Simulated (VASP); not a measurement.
All values below come from PBEsol GGA, VASP's PBE PAW potentials (set 64) (plane waves; VASP).

Input for VASP

File POSCAR:
```
PbSe
1
    0.0000000000     2.8285427525     2.8285427525
    2.8285427525     0.0000000000     2.8285427525
    2.8285427525     2.8285427525     0.0000000000
Pb Se
1 1
Direct
  0.0000000000   0.0000000000   0.0000000000
  0.5000000000   0.5000000000   0.5000000000
```

INCAR:
```
PREC  =  Accurate
LASPH  =  .TRUE.   # aspherical one-centre terms
SYSTEM  =  PbSe
IBRION  =  2   # conjugate gradients
ENCUT  =  500   # plane-wave cut-off (eV)
EDIFF  =  1E-6   # SCF stop (eV)
LWAVE  =  .FALSE.
PSTRESS  =  300   # kbar
SIGMA  =  0.05
GGA  =  PS
LCHARG  =  .FALSE.
ALGO  =  Normal
ISIF  =  3
NELM  =  100   # most electronic steps
NSW  =  40   # most ionic steps
ISMEAR  =  0
LMAXMIX  =  4   # l cut-off of mixed one-centre charges
LREAL  =  .FALSE.   # projection in real space or not
EDIFFG  =  -0.02   # ionic stop
```

### KPOINTS
```
kpoints
0
gamma
 8 8 8
0 0 0
```

POTCAR, in this order: Pb_d Se (PBE.64 set). Program: vasp_std.

Energy and stress use the plane-wave basis of the starting cell.

**Question.** Predict the energy per atom (σ→0), volume per atom.

**Answer.** 
* **energy per atom (σ→0)**: -3.942 eV/atom
* **volume per atom**: 21.18 Å³/atom

### OSZICAR
```
...
       N       E                     dE             d eps       ncg     rms          rms(c)
DAV:   1    -0.788605200665E+01    0.22426E-01   -0.52684E-02  1034   0.490E+00    0.231E-01
DAV:   2    -0.788460710186E+01    0.14449E-02   -0.30154E-03  1004   0.130E+00    0.833E-02
DAV:   3    -0.788436071018E+01    0.24639E-03   -0.10465E-03  1016   0.691E-01    0.116E-02
DAV:   4    -0.788436485972E+01   -0.41495E-05   -0.28376E-05   872   0.671E-02    0.517E-03
DAV:   5    -0.788436712368E+01   -0.22640E-05   -0.29194E-06   968   0.271E-02    0.206E-03
DAV:   6    -0.788436733624E+01   -0.21256E-06   -0.26861E-07   442   0.659E-03
   4 F= 0.46244696E-01 E0= 0.46244696E-01  d E =-.964879E-01
```

The structure was generated: PbSe was put into the rock salt type (Fm-3m), which need not be its known phase. This run relaxes it under an external pressure of 30 GPa. Symmetry was kept, so distortions that lower it aren't found.
